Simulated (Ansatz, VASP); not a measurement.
# Cross-check of ZnS (Wurtzite-2H) between VASP and Ansatz, part 3 of 3

Wanted: the spread between two codes on one cell, functional and k mesh. The cell is taken from a series of runs on this material, whose earlier steps may have relaxed, scaled, displaced or heated it; both programs get it as it stands.

VASP 6.6.1 and Ansatz 0.2.0.

So far: The structure; Ansatz: zone-centre phonons, PBE; VASP: zone-centre phonons, PBE.

**3. VASP: zone-centre phonons, PBE (continued)**

Level of this step: PBE; plane waves and PAW (S, Zn) (VASP).

Numbers of over 12 decimals in the logs are rounded to 6 here.

OUTCAR, selected parts (step 3):

```text
ion  position               nearest neighbor table
   1  0.333  0.667  0.380-   4 2.34   4 2.34   4 2.34   3 2.35
   2  0.667  0.333  0.880-   3 2.34   3 2.34   3 2.34   4 2.35
   3  0.333  0.667  0.005-   2 2.34   2 2.34   2 2.34   1 2.35
   4  0.667  0.333  0.505-   1 2.34   1 2.34   1 2.34   2 2.35

  LATTYP: Found a hexagonal cell.
 ALAT       =     3.8186568612
 C/A-ratio  =     1.6408673528

 Subroutine GETGRP returns: Found 12 space group operations
 (whereof  6 operations were pure point group operations)

The static configuration has the point symmetry C_3v.
 The point group associated with its full space group is C_6v.

 Found     95 irreducible k-points:

   k-points           NKPTS =     95   k-points in BZ     NKDIM =     95   number of bands    NBANDS=     24

   dimension x,y,z NGX =    28 NGY =   28 NGZ =   48
   dimension x,y,z NGXF=    56 NGYF=   56 NGZF=   96

   ENCUT  =  500.0 eV  36.75 Ry    6.06 a.u.   6.96  6.96 11.42*2*pi/ulx,y,z

   NELECT =      36.0000    total number of electrons

 k-points in reciprocal lattice and weights: Automatic mesh
   0.00000000  0.00000000  0.00000000       0.001
   0.08333333 -0.00000000  0.00000000       0.005
   0.16666667 -0.00000000  0.00000000       0.005
   0.25000000  0.00000000  0.00000000       0.005
   0.33333333  0.00000000  0.00000000       0.005
   0.41666667  0.00000000  0.00000000       0.005
   0.50000000  0.00000000  0.00000000       0.003
   0.08333333  0.08333333  0.00000000       0.005
   0.16666667  0.08333333  0.00000000       0.010
[...]
-1.909328431  3.307053850  0.000000000     0.000000000  0.302383948  0.000000000
     0.000000000  0.000000000  6.265909375     0.000000000  0.000000000  0.159593754

 POSITION                                       TOTAL-FORCE (eV/Angst)
 -----------------------------------------------------------------------------------
     -0.00000      2.20470      2.37882        -0.000000     -0.000000     -0.000379
      1.90933      1.10235      5.51177        -0.000000     -0.000000     -0.000379
     -0.00000      2.20470      0.03356        -0.000000     -0.000000      0.000379
      1.90933      1.10235      3.16651         0.000000      0.000000      0.000379
 -----------------------------------------------------------------------------------
    total drift:                               -0.000000     -0.000000     -0.000411

 MACROSCOPIC STATIC DIELECTRIC TENSOR (including local field effects in DFT)
 ------------------------------------------------------
           5.797113    -0.000000     0.000000
           0.000000     5.797113     0.000000
           0.000000     0.000000     5.912429
 ------------------------------------------------------

 PIEZOELECTRIC TENSOR (including local field effects)  for field in x, y, z        (C/m^2)
          XX          YY          ZZ          XY          YZ          ZX
  --------------------------------------------------------------------------------
  x     0.00000    -0.00000     0.00000     0.00000     0.00000     0.37636
  y     0.00000    -0.00000     0.00000    -0.00000     0.37636     0.00000
  z     0.36064     0.36064    -0.75183     0.00000    -0.00000     0.00000

 BORN EFFECTIVE CHARGES (including local field effects) (in |e|, cummulative output)
 ---------------------------------------------------------------------------------
 ion    1
    1    -1.95129     0.00000    -0.00000
    2     0.00000    -1.95129     0.00000
    3     0.00000     0.00000    -2.05460
 ion    2
    1    -1.95129     0.00000     0.00000
    2     0.00000    -1.95129     0.00000
    3     0.00000    -0.00000    -2.05460
 ion    3
    1     1.95129     0.00000     0.00000
    2    -0.00000     1.95129     0.00000
    3     0.00000     0.00000     2.05460
 ion    4
    1     1.95129     0.00000     0.00000
    2     0.00000     1.95129     0.00000
    3    -0.00000     0.00000     2.05460

 Eigenvectors and eigenvalues of the dynamical matrix
 ----------------------------------------------------

   1 f  =    9.931309 THz    62.400254 2PiTHz  331.272804 cm-1    41.072575 meV
             X         Y         Z           dx          dy          dz
     -0.000000  2.204703  2.378819     0.000000    0.000000    0.695041
      1.909328  1.102351  5.511773     0.000000    0.000000   -0.695041
     -0.000000  2.204703  0.033557    -0.000000   -0.000000   -0.130067
      1.909328  1.102351  3.166511    -0.000000   -0.000000    0.130067

   2 f  =    8.364006 THz    52.552598 2PiTHz  278.993202 cm-1    34.590733 meV
             X         Y         Z           dx          dy          dz
     -0.000000  2.204703  2.378819    -0.613013    0.000000   -0.000000
      1.909328  1.102351  5.511773     0.613013   -0.000000   -0.000000
     -0.000000  2.204703  0.033557    -0.352442    0.000000    0.000000
      1.909328  1.102351  3.166511     0.352442   -0.000000    0.000000

   3 f  =    8.364006 THz    52.552598 2PiTHz  278.993202 cm-1    34.590733 meV
             X         Y         Z           dx          dy          dz
     -0.000000  2.204703  2.378819     0.000000    0.613013   -0.000000
      1.909328  1.102351  5.511773    -0.000000   -0.613013    0.000000
     -0.000000  2.204703  0.033557     0.000000    0.352442   -0.000000
      1.909328  1.102351  3.166511    -0.000000   -0.352442    0.000000

   4 f  =    8.179071 THz    51.390616 2PiTHz  272.824427 cm-1    33.825903 meV
             X         Y         Z           dx          dy          dz
     -0.000000  2.204703  2.378819     0.579878   -0.000002    0.000000
      1.909328  1.102351  5.511773     0.579878   -0.000002    0.000000
     -0.000000  2.204703  0.033557    -0.404650    0.000001   -0.000000
      1.909328  1.102351  3.166511    -0.404650    0.000001   -0.000000

   5 f  =    8.179071 THz    51.390616 2PiTHz  272.824427 cm-1    33.825903 meV
             X         Y         Z           dx          dy          dz
     -0.000000  2.204703  2.378819     0.000002    0.579878   -0.000000
      1.909328  1.102351  5.511773     0.000002    0.579878    0.000000
     -0.000000  2.204703  0.033557    -0.000001   -0.404650   -0.000000
      1.909328  1.102351  3.166511    -0.000001   -0.404650   -0.000000

   6 f  =    8.036347 THz    50.493857 2PiTHz  268.063677 cm-1    33.235645 meV
             X         Y         Z           dx          dy          dz
     -0.000000  2.204703  2.378819    -0.000000   -0.000000    0.578947
      1.909328  1.102351  5.511773     0.000000   -0.000000    0.578947
     -0.000000  2.204703  0.033557    -0.000000    0.000000   -0.405981
      1.909328  1.102351  3.166511     0.000000    0.000000   -0.405981

   7 f  =    5.746997 THz    36.109448 2PiTHz  191.699191 cm-1    23.767660 meV
             X         Y         Z           dx          dy          dz
     -0.000000  2.204703  2.378819     0.000000   -0.000000   -0.130067
      1.909328  1.102351  5.511773     0.000000    0.000000    0.130067
     -0.000000  2.204703  0.033557    -0.000000    0.000000   -0.695041
      1.909328  1.102351  3.166511    -0.000000   -0.000000    0.695041

   8 f  =    1.982468 THz    12.456214 2PiTHz   66.128017 cm-1     8.198826 meV
             X         Y         Z           dx          dy          dz
     -0.000000  2.204703  2.378819     0.352442    0.000017   -0.000000
      1.909328  1.102351  5.511773    -0.352442   -0.000017   -0.000000
     -0.000000  2.204703  0.033557    -0.613013   -0.000030   -0.000000
      1.909328  1.102351  3.166511     0.613013    0.000030   -0.000000

   9 f  =    1.982468 THz    12.456214 2PiTHz   66.128017 cm-1     8.198826 meV
             X         Y         Z           dx          dy          dz
     -0.000000  2.204703  2.378819    -0.000017    0.352442    0.000000
      1.909328  1.102351  5.511773     0.000017   -0.352442    0.000000
     -0.000000  2.204703  0.033557     0.000030   -0.613013    0.000000
      1.909328  1.102351  3.166511    -0.000030    0.613013    0.000000

  10 f/i=    0.005220 THz     0.032797 2PiTHz    0.174115 cm-1     0.021588 meV
             X         Y         Z           dx          dy          dz
     -0.000000  2.204703  2.378819     0.000000   -0.000000   -0.405981
      1.909328  1.102351  5.511773     0.000000   -0.000000   -0.405981
     -0.000000  2.204703  0.033557     0.000000   -0.000000   -0.578947
      1.909328  1.102351  3.166511     0.000000   -0.000000   -0.578947

  11 f/i=    0.013471 THz     0.084643 2PiTHz    0.449354 cm-1     0.055713 meV
             X         Y         Z           dx          dy          dz
     -0.000000  2.204703  2.378819     0.054230   -0.401000    0.000000
      1.909328  1.102351  5.511773     0.054230   -0.401000    0.000000
     -0.000000  2.204703  0.033557     0.077713   -0.574647    0.000000
      1.909328  1.102351  3.166511     0.077713   -0.574647    0.000000

  12 f/i=    0.013471 THz     0.084643 2PiTHz    0.449354 cm-1     0.055713 meV
             X         Y         Z           dx          dy          dz
     -0.000000  2.204703  2.378819    -0.401000   -0.054230   -0.000000
      1.909328  1.102351  5.511773    -0.401000   -0.054230   -0.000000
     -0.000000  2.204703  0.033557    -0.574647   -0.077713   -0.000000
      1.909328  1.102351  3.166511    -0.574647   -0.077713   -0.000000

 MACROSCOPIC STATIC DIELECTRIC TENSOR IONIC CONTRIBUTION
 ------------------------------------------------------
           2.960533    -0.000000    -0.000000
          -0.000000     2.960533    -0.000000
          -0.000000    -0.000000     3.394273
 ------------------------------------------------------

 ELASTIC MODULI CONTR FROM IONIC RELAXATION (kBar)
 Direction    XX          YY          ZZ          XY          YZ          ZX
 --------------------------------------------------------------------------------
 XX        -295.6205    128.7549    151.4263      0.0000     -0.0000     -0.0000
 YY         128.7549   -295.6205    151.4263      0.0000      0.0000      0.0000
 ZZ         151.4263    151.4263   -274.8312     -0.0000     -0.0000     -0.0000
 XY           0.0000      0.0000     -0.0000   -212.1877     -0.0000      0.0000
 YZ           0.0000      0.0000     -0.0000     -0.0000    -73.9672      0.0000
 ZX          -0.0000      0.0000     -0.0000     -0.0000      0.0000    -87.7368
 --------------------------------------------------------------------------------

 PIEZOELECTRIC TENSOR IONIC CONTR  for field in x, y, z        (C/m^2)
          XX          YY          ZZ          XY          YZ          ZX
  --------------------------------------------------------------------------------
  x    -0.00000     0.00000    -0.00000    -0.00000     0.00000    -0.47957
  y     0.00000    -0.00000    -0.00000    -0.00000    -0.44033     0.00000
  z    -0.50074    -0.50074     0.90882     0.00000     0.00000     0.00000
```

The dielectric response converges more slowly with the mesh than energies do, so tensor and charges may still move on a finer one.

**4. Comparison**

Known differences besides the potentials themselves: fixed occupations in Ansatz, narrow Gaussian smearing in VASP; VASP's response is taken on the typed mesh, Ansatz refines its own for the field response alone; the cutoff is 420 eV in Ansatz and 500 eV in VASP. Total energies have different zeros and are not compared.

Compared:

| quantity | Ansatz | VASP | difference |
| --- | --- | --- | --- |
| ε∞ xx | 5.81 | 5.80 | +0.20 % |
| ε∞ yy | 5.81 | 5.80 | +0.20 % |
| ε∞ zz | 5.93 | 5.91 | +0.25 % |
| Born charge of S1 (mean of the diagonal) (e) | -1.97 | -1.99 | +0.02 |
| Born charge of Zn3 (mean of the diagonal) (e) | 1.97 | 1.99 | -0.02 |
| optical mode 1 to 2 (cm⁻¹) | 68.7 | 66.1 | +3.83 % |
| optical mode 3 (cm⁻¹) | 191.3 | 191.7 | -0.22 % |
| optical mode 4 (cm⁻¹) | 267.1 | 268.1 | -0.35 % |
| optical mode 5 to 6 (cm⁻¹) | 272.2 | 272.8 | -0.24 % |
| optical mode 7 to 8 (cm⁻¹) | 278.2 | 279.0 | -0.27 % |
| optical mode 9 (cm⁻¹) | 330.6 | 331.3 | -0.21 % |

Modes are paired by rising frequency, not by their patterns, so a pair may set unlike modes beside each other; they are those without the splitting of longitudinal modes.

**5. What came out**

```
r.m.s. difference of the optical zone-centre modes, each program's sorted by frequency (zone-centre phonons, PBE) : 1.3 cm⁻¹
difference in optical mode 1 to 2 (zone-centre phonons, PBE)                                                      : +3.8 %
```

What this shows: The r.m.s. difference of the optical zone-centre modes, each program's sorted by frequency is 1.3 cm⁻¹ (zone-centre phonons, PBE). Among the rows given in per cent, the largest difference of the zone-centre phonons, PBE pair is in optical mode 1 to 2, +3.8 %. How closely two codes agree says nothing of how well the functional describes the real material.

[Lines on the potential files, build, host, timing and source positions are cut from VASP's logs without a mark.]

[Logs are printed without paths, hosts, clocks, repeated set-up lines and the standing remarks that a program may print on its own settings, such as how far it seeks lower states.]

[Hosts, paths, dates, database ids (printed as entryN), source tags and the programs' standing remarks are cut or masked in the printed files.]
